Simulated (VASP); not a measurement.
These are optB88-vdW, VASP's PBE PAW potentials (set 64) (plane waves; VASP) values and carry that method's errors.

The input files of a VASP run:

### POSCAR
```
ZnS
1
    0.0000000000     2.6619397278     2.6619397278
    2.6619397278     0.0000000000     2.6619397278
    2.6619397278     2.6619397278     0.0000000000
Zn S
1 1
Direct
  0.0000000000   0.0000000000   0.0000000000
  0.2500000000   0.2500000000   0.2500000000
```

INCAR:
```
SYSTEM = ZnS
PREC = Accurate
ENCUT = 520
EDIFF = 1E-7
NELM = 100
ALGO = Normal
LREAL = .FALSE.
LASPH = .TRUE.
ISMEAR = 0
SIGMA = 0.05
GGA = BO
PARAM1 = 0.1833333333
PARAM2 = 0.22
LUSE_VDW = .TRUE.
AGGAC = 0.0
LMAXMIX = 4
LWAVE = .FALSE.
LCHARG = .FALSE.
ISIF = 2
```

KPOINTS:
```
Automatic mesh
0
Gamma
8 8 8
0 0 0
```

POTCAR, in this order: Zn S (PBE.64 set). Program: vasp_std.

Question: What will the output report for the number of irreducible k-points (NKPTS), largest plane-wave count, number of space-group operations, FFT grid (NGX, NGY, NGZ)?

Answer: 
```json
{
  "number of irreducible k-points (NKPTS)": "29",
  "largest_plane_wave_count": "1036",
  "number_of_space_group_operations": "24",
  "FFT grid (NGX, NGY, NGZ)": "28 × 28 × 28"
}
```

The compound is ZnS in the zinc blende structure. This cell is one point of a volume scan, at 0.94 of the reference volume.
